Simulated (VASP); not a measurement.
Input:

Space group F-43m (No. 216); a = b = c = 5.9285 Å, α = β = γ = 90.00°

| atom | site | symmetry | x | y | z |
|---|---|---|---|---|---|
| In | 4a | -43m | 0.0000 | 0.0000 | 0.0000 |
| P | 4d | -43m | 0.7500 | 0.7500 | 0.7500 |
(The calculation used a cell of 2 atoms; values per cell refer to that cell.)

Level of theory: rev-vdW-DF2, VASP's PBE PAW potentials (set 64) (plane waves; VASP). Run with 520 eV cut-off, 8×8×8 Γ-centred mesh, Gaussian smearing of 0.050 eV, potentials In_d P.

Give the energy at these volumes per atom, relative to the lowest: 24.46, 25.24, 26.02, 26.80, 27.58 Å³.

20.9, 5.1, 0.0, 4.0, 15.7 meV/atom. A third-order Birch-Murnaghan fit gives B0 = 61.6 GPa and B0′ = 4.7.

Measured: bulk modulus 72.0 GPa at 0 K (computed value off by -14.4 %), as given by Daniel Mejia-Rodriguez et al., Physical Review B (2018), arXiv:1807.09216 [0 K value with the zero-point phonon effect removed]; a 5.858 Å at 0 K (computed value off by +1.2 %), as given by Daniel Mejia-Rodriguez et al., Physical Review B (2018), arXiv:1807.09216 [static lattice: zero-point anharmonic expansion removed].

The compound is InP in the zinc blende structure. It was relaxed first.
